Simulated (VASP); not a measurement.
# NbP (I4_1md) in VASP: further runs, part 2 of 2

VASP 6.6.1.

## (3) Optical spectrum, PBE

File INCAR:

```
SYSTEM = NbP
PREC = Accurate
ENCUT = 520
EDIFF = 1E-7
ISMEAR = 0
SIGMA = 0.1
LREAL = .FALSE.
LASPH = .TRUE.
NELM = 80
ALGO = Fast
ISIF = 2
LWAVE = .FALSE.
LCHARG = .FALSE.
GGA = PE
LOPTICS = .TRUE.
NBANDS = 66
NEDOS = 2000
CSHIFT = 0.1
```

File KPOINTS:

```
Automatic mesh
0
G
  26 26 26
  0 0 0
```

File POSCAR:

```
NbP                                     
1.0
   -1.6675000000      1.6675000000      5.6895000000
    1.6675000000     -1.6675000000      5.6895000000
    1.6675000000      1.6675000000     -5.6895000000
  Nb              P             
     2     2
Direct
     0.7500598290613421    0.7500598290613421    0.0000000000000000
     0.5000598290613421    0.0000598290613420    0.5000000000000000
     0.3325687409386551    0.3325687409386551    0.0000000000000000
     0.0825687509386559    0.5825687509386559    0.5000000000000000
```

Potentials or basis: VASP PAW PBE potentials, release 64 (Nb_sv, P).

Launch:

```console
cat potpaw_PBE.64/Nb_sv/POTCAR potpaw_PBE.64/P/POTCAR > POTCAR
mpirun -np 1 vasp_std > vasp.out
```

OUTCAR:

```text
SYSTEM = NbP
   PREC = Accurate
   ENCUT = 520
   EDIFF = 1E-7
   ISMEAR = 0
   LREAL = .FALSE.
   LASPH = .TRUE.
   NELM = 80
   ISIF = 2
   GGA = PE

 ion  position               nearest neighbor table
   1  0.750  0.750  0.000-   4 2.53   4 2.53   3 2.54   3 2.54   3 2.54   3 2.54
   2  0.500  0.000  0.500-   3 2.53   3 2.53   4 2.54   4 2.54   4 2.54   4 2.54
   3  0.333  0.333  0.000-   2 2.53   2 2.53   1 2.54   1 2.54   1 2.54   1 2.54
   4  0.083  0.583  0.500-   1 2.53   1 2.53   2 2.54   2 2.54   2 2.54   2 2.54

  LATTYP: Found a body centered tetragonal cell.
 ALAT       =     3.3350000000
 C/A-ratio  =     3.4119940030

  Lattice vectors:

 A1 = (  -1.6675000000,   1.6675000000,   5.6895000000)
 A2 = (   1.6675000000,  -1.6675000000,   5.6895000000)
 A3 = (   1.6675000000,   1.6675000000,  -5.6895000000)

Analysis of symmetry for initial positions (statically):
=====================================================================
 Subroutine PRICEL returns:
 Original cell was already a primitive cell.

 Routine SETGRP: Setting up the symmetry group for a
 body centered tetragonal supercell.

 Subroutine GETGRP returns: Found  8 space group operations
 (whereof  4 operations were pure point group operations)
 out of a pool of 16 trial point group operations.

[... 998 lines left out ...]
      1.66750      0.00000      0.93955         0.000000     -0.000000     -0.000816
 -----------------------------------------------------------------------------------
    total drift:                                0.000000      0.000000      0.000037

  FREE ENERGIE OF THE ION-ELECTRON SYSTEM (eV)
  ---------------------------------------------------
  free  energy   TOTEN  =       -35.3186259210 eV

  energy  without entropy=      -35.3171534052  energy(sigma->0) =      -35.31788966

 electrical conductivity sigma (Mega S m-1) (frequency dependency in vasprun.xml)
  --------------------------------------------------------------------------------------
       0.002       0.000       0.000
       0.000       0.002       0.000
       0.000       0.000       0.003

  frequency dependent IMAGINARY DIELECTRIC FUNCTION (independent particle, no local field effects) density-density
     E(ev)      X         Y         Z        XY        YZ        ZX
  --------------------------------------------------------------------------------------------------------------
     0.00000     0.00000     0.00000     0.00000     0.00000     0.00000     0.00000
     1.11696    28.07406    28.07406    19.77096     0.00000     0.00000     0.00000
     2.23392    18.78526    18.78526    20.90997     0.00000     0.00000     0.00000
     3.35087    15.37303    15.37303    14.98733     0.00000     0.00000     0.00000
     4.46783    14.96927    14.96927    13.16980     0.00000     0.00000     0.00000
     5.58479    13.67179    13.67179    14.10534     0.00000     0.00000     0.00000
[... 92 lines left out ...]
   109.46188     0.00011     0.00011     0.00011     0.00000     0.00000     0.00000
   110.57884     0.00011     0.00011     0.00011     0.00000     0.00000     0.00000

  frequency dependent      REAL DIELECTRIC FUNCTION (independent particle, no local field effects) density-density
     E(ev)        X           Y           Z          XY          YZ          ZX
  --------------------------------------------------------------------------------------------------------------
     0.00000   244.74497   244.74497    42.39924     0.00000     0.00000     0.00000
     1.11696    10.36319    10.36319    23.66800     0.00000     0.00000     0.00000
     2.23392     6.56228     6.56228    10.56590     0.00000     0.00000     0.00000
     3.35087     4.74812     4.74812     3.50232     0.00000     0.00000     0.00000
     4.46783     5.60906     5.60906     3.76852     0.00000     0.00000     0.00000
     5.58479    -0.10121    -0.10121     2.05389     0.00000     0.00000     0.00000
[... 92 lines left out ...]
   109.46188     0.94107     0.94107     0.94130     0.00000     0.00000     0.00000
   110.57884     0.94232     0.94232     0.94255     0.00000     0.00000     0.00000

  frequency dependent IMAGINARY DIELECTRIC FUNCTION (independent particle, no local field effects) current-current
     E(ev)      X         Y         Z        XY        YZ        ZX
  --------------------------------------------------------------------------------------------------------------
     0.00000   530.03816   530.03816   153.72258     0.00000     0.00000     0.00000
     1.11696    29.23272    29.23272    23.58635     0.00000     0.00000     0.00000
     2.23392    19.21711    19.21711    21.70631     0.00000     0.00000     0.00000
     3.35087    15.57232    15.57232    15.09214     0.00000     0.00000     0.00000
     4.46783    15.19183    15.19183    13.29861     0.00000     0.00000     0.00000
     5.58479    13.62380    13.62380    14.14955     0.00000     0.00000     0.00000
[... 92 lines left out ...]
   109.46188     0.00001     0.00001     0.00001     0.00000     0.00000     0.00000
   110.57884     0.00001     0.00001     0.00001     0.00000     0.00000     0.00000

  frequency dependent      REAL DIELECTRIC FUNCTION (independent particle, no local field effects) current-current
     E(ev)        X           Y           Z          XY          YZ          ZX
  --------------------------------------------------------------------------------------------------------------
     0.00000    -1.09001    -1.09001    40.13426     0.00000     0.00000     0.00000
     1.11696     8.07404     8.07404    20.13944     0.00000     0.00000     0.00000
     2.23392     5.55762     5.55762     8.71389     0.00000     0.00000     0.00000
     3.35087     4.12721     4.12721     2.63995     0.00000     0.00000     0.00000
     4.46783     5.10119     5.10119     3.19509     0.00000     0.00000     0.00000
     5.58479    -0.48089    -0.48089     1.55147     0.00000     0.00000     0.00000
[... 92 lines left out ...]
   109.46188     0.94135     0.94135     0.94132     0.00000     0.00000     0.00000
   110.57884     0.94260     0.94260     0.94256     0.00000     0.00000     0.00000
```

OSZICAR:

```text
N       E                     dE             d eps       ncg     rms          rms(c)
DAV:   1     0.387865370238E+03    0.38787E+03   -0.14956E+04175656   0.545E+02
DAV:   2    -0.110588268141E+02   -0.39892E+03   -0.36632E+03178630   0.214E+02
DAV:   3    -0.363734254719E+02   -0.25315E+02   -0.24543E+02271704   0.543E+01
[... 10 lines left out ...]
RMM:  14    -0.353186230413E+02   -0.55505E-05   -0.12789E-05320111   0.125E-02    0.113E-02
RMM:  15    -0.353186258651E+02   -0.28238E-05   -0.66545E-06316971   0.108E-02    0.943E-03
RMM:  16    -0.353186255073E+02    0.35776E-06   -0.73853E-07285259   0.333E-03    0.235E-03
RMM:  17    -0.353186259825E+02   -0.47513E-06   -0.26571E-07264948   0.184E-03    0.179E-03
RMM:  18    -0.353186258798E+02    0.10261E-06   -0.46777E-08203126   0.843E-04    0.457E-04
RMM:  19    -0.353186259210E+02   -0.41123E-07   -0.16010E-08183547   0.495E-04
   1 F= -.35318626E+02 E0= -.35317890E+02  d E =-.147252E-02
 imaginary and real dielectric function
```

stdout:

```text
POSCAR found type information on POSCAR NbP
 POSCAR found :  2 types and       4 ions
 scaLAPACK will be used
 LDA part: xc-table for (Slater+PW92), standard interpolation
 POSCAR, INCAR and KPOINTS ok, starting setup
 FFT: planning ... GRIDC
 FFT: planning ... GRID_SOFT
 FFT: planning ... GRID
 WAVECAR not read
[... 103 lines left out ...]
 num prob WARNING in EDDRMM: call to ZHEGV failed, returncode =   8  4     45
WARNING in EDDRMM: call to ZHEGV failed, returncode =   6  3     42
WARNING in EDDRMM: call to ZHEGV failed, returncode =   6  3     55
WARNING in EDDRMM: call to ZHEGV failed, returncode =   8  4     49
WARNING in EDDRMM: call to ZHEGV failed, returncode =   8  4     46
WARNING in EDDRMM: call to ZHEGV failed, returncode =   6  3     48
WARNING in EDDRMM: call to ZHEGV failed, returncode =   8  4     47
WARNING in EDDRMM: call to ZHEGV failed, returncode =   8  4     52
WARNING in EDDRMM: call to ZHEGV failed, returncode =   6  3     46
WARNING in EDDRMM: call to
```

Run time: 3.3 h. Hardware: 1 thread of Intel Xeon 6975P-C (Granite Rapids), shared host; peak memory 6.5 GiB.

Results:

```yaml
Free_energy: -35.3186 eV
Pressure: 1.8 GPa
Band_gap_on_the_k_mesh: none (metal or under the smearing width)
```

Dielectric function (mean over the directions given):
```csv
energy (eV),real part,imaginary part
0.28,37.15,65.04
1.28,16.27,22.21
2.35,7.79,18.62
3.35,4.33,15.24
4.41,4.97,14.03
5.42,0.93,14.26
6.48,-2.70,12.04
7.54,-4.97,7.55
8.54,-4.30,5.60
9.61,-3.42,4.62
10.61,-2.81,3.42
11.67,-2.64,2.60
12.68,-2.38,2.00
13.74,-2.06,1.37
14.80,-1.57,0.89
15.80,-1.18,0.57
16.87,-0.80,0.42
17.87,-0.52,0.36
18.93,-0.29,0.26
19.99,-0.08,0.23
```

Caveat: independent-particle spectra lack excitons; the intraband (Drude) part of a metal's response may be missing.
